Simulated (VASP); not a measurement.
A VASP calculation is set up with these files.

INCAR:
```
ALGO = Normal   # blocked Davidson
LWAVE = .FALSE.
LREAL = .FALSE.
NSW = 50
PREC = Accurate
ISIF = 3
NELM = 100   # most electronic steps
ENCUT = 300   # plane-wave cut-off (eV)
EDIFF = 1E-6   # SCF stop (eV)
LCHARG = .FALSE.
SYSTEM = Mg2Sn
GGA = PE
IBRION = 2   # conjugate gradients
LASPH = .TRUE.
LMAXMIX = 4   # l cut-off of mixed one-centre charges
EDIFFG = -0.01
SIGMA = 0.02
ISMEAR = -1
```

### POSCAR
```
Mg2Sn
1
    0.0000000000     3.3806760000     3.3806760000
    3.3806760000     0.0000000000     3.3806760000
    3.3806760000     3.3806760000     0.0000000000
Mg Sn
2 1
Direct
  0.2500000000   0.2500000000   0.2500000000
  0.7500000000   0.7500000000   0.7500000000
  0.0000000000   0.0000000000   0.0000000000
```

File KPOINTS:
```
Automatic mesh
0
Gamma
9 9 9
0 0 0
```

POTCAR, in this order: Mg Sn_d (PBE.64 set). Program: vasp_std.

Q: Translate this PBE calculation to Quantum ESPRESSO's pw.x.

A: One equivalent input (not run):
```
&CONTROL
  calculation = 'vc-relax'
  pseudo_dir = './pseudo'
  outdir = './out'
  tprnfor = .true.
  tstress = .true.
  nstep = 50
  forc_conv_thr = 0.00039
/
&SYSTEM
  ibrav = 0
  nat = 3
  ntyp = 2
  ecutwfc = 84
  occupations = 'smearing'
  smearing = 'fermi-dirac'
  degauss = 0.00147
  input_dft = 'pbe'
/
&ELECTRONS
  conv_thr = 7.3e-08
  electron_maxstep = 100
/
&IONS
/
&CELL
/
ATOMIC_SPECIES
  Mg 24.305 Mg.upf
  Sn 118.710 Sn.upf
CELL_PARAMETERS angstrom
     0.0000000    3.3806760    3.3806760
     3.3806760    0.0000000    3.3806760
     3.3806760    3.3806760    0.0000000
ATOMIC_POSITIONS crystal
  Mg   0.2500000  0.2500000  0.2500000
  Mg   0.7500000  0.7500000  0.7500000
  Sn   0.0000000  0.0000000  0.0000000
K_POINTS automatic
  9 9 9 0 0 0
```
What does not carry over: the potentials are each code's own (VASP's PAW set, PseudoDojo norm-conserving files in pw.x), so ENCUT and ecutwfc are chosen apart and not converted; conv_thr bounds pw.x's estimated SCF error, while EDIFF bounds the energy change between steps; forc_conv_thr acts on force components and is met together with etot_conv_thr.

The structure is a typed Mg2Sn crystal (Fm-3m). This run relaxes it. Symmetry was kept, so distortions that lower it aren't found. The run is one of a series of settings (EDIFFG = -0.01, IBRION = 2, ISIF = 3, NSW = 50 against the base run), some of them coarse on purpose.
